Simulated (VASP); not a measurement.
Consider the following.

```xyz
2
Lattice="1.7453 -3.0229 0.0000 1.7453 3.0229 0.0000 0.0000 0.0000 5.5921" Properties=species:S:1:pos:R:3 pbc="T T T"
Tl     1.7453     1.0076     1.3980
Tl     1.7453    -1.0076     4.1941
```

These are PBE GGA with D3 dispersion (Becke-Johnson damping), VASP's PBE PAW potentials (set 64) (plane waves; VASP) values and carry that method's errors. Numerical set-up: 520 eV cut-off, Gaussian smearing of 0.050 eV, potentials Tl_d.

Task: Give the energies of bands 11 to 16 at the high-symmetry points, in eV from the Fermi level.

Result: 
```
band      Γ      M      K      A      L      H
----  -----  -----  -----  -----  -----  -----
11    -9.89  -5.80  -4.66  -8.51  -4.80  -4.19
12    -5.20  -4.70  -4.66  -8.51  -4.80  -4.19
13    -2.77  -0.80  -1.29   3.16  -2.23  -0.90
14     7.74   0.44   1.64   3.16  -2.23  -0.90
15     7.74   1.29   1.64   8.69   5.39   0.18
16     9.75   3.67   2.69   8.69   5.39   0.18
```

It has no gap at this level: it comes out as a metal or semimetal.

The compound is Tl in the hcp structure. It was relaxed first.
